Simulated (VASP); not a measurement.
Consider the following.

```yaml
crystal:
  lattice:
    - [1.46733, -2.54150, 0.00000]
    - [1.46733, 2.54150, 0.00000]
    - [0.00000, 0.00000, 4.63121]
  atoms:
    - { symbol: Ti, position: [0.33333, 0.66667, 0.25000] }
    - { symbol: Ti, position: [0.66667, 0.33333, 0.75000] }
```

Level of theory: r2SCAN meta-GGA, VASP's PBE PAW potentials (set 64) (plane waves; VASP 6.6.1). Settings: 480 eV cut-off, 14×14×8 Γ-centred mesh, first-order Methfessel-Paxton smearing of 0.10 eV, potentials Ti_sv.

Each row applies one change to this cell, which was relaxed at other settings and keeps the small stress of the first row; at a fixed cut-off the stress holds a Pulay part, so it need not integrate to ΔE exactly. Stress is in GPa, positive when the cell is compressed.

```csv
change,ΔE (meV/atom),σxx,σyy,σzz,"largest shear component, with its sign (GPa)",largest force (eV/Å)
none,0.0,0.34,0.34,0.31,0.00,0.000
biaxial strain of +4.0 % in the xy plane,39.0,-9.17,-9.17,-4.78,0.00,0.000
atom 2 (Ti) moved by -0.100 Å along y,4.9,1.63,-1.16,0.44,0.00,0.196
biaxial strain of -0.5 % in the yz plane,1.5,1.02,1.88,1.76,0.00,0.016
atom 1 (Ti) moved by 0.100 Å along y,4.9,1.63,-1.16,0.44,0.00,0.196
```

Failed runs are left out, and for metals the shear rows, which the mesh's noise covers.

The compound is Ti in the hcp structure.
